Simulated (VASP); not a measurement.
Here is the system:

```
ZnF2
1.0
    4.76925     0.00000     0.00000
    0.00000     4.76925     0.00000
    0.00000     0.00000     3.17706
Zn F
2 4
Direct
  0.50000   0.50000   0.50000
  0.00000   0.00000   0.00000
  0.69686   0.69686   0.00000
  0.30314   0.30314   0.00000
  0.80314   0.19686   0.50000
  0.19686   0.80314   0.50000
```

The numbers are results of PBE GGA, VASP's PBE PAW potentials (set 64) (plane waves; VASP), not measurements. Run with 400 eV cut-off, 5×5×7 Γ-centred mesh, Fermi-Dirac smearing of 0.020 eV, potentials Zn F.

At this cut-off the stress carries a Pulay error, which pulls relaxed volumes low.

**Question.** What does the run give for the energy per atom (σ→0), pressure, band gap (on the k-mesh) with the smallest direct gap where there is one?

**Answer.** 
```
Item                                          Value
-----------------------------------  --------------
band gap (on the k-mesh)                    3.43 eV
smallest direct gap (on the k-mesh)         3.43 eV
energy per atom (σ→0)                -3.884 eV/atom
pressure                                  -8.73 GPa
```

The absolute energy has meaning only against runs of the same code, potentials and settings.

The structure comes from a computed database's ZnF2 entry; how it stands against other phases isn't given here. The cell was not relaxed at this level.
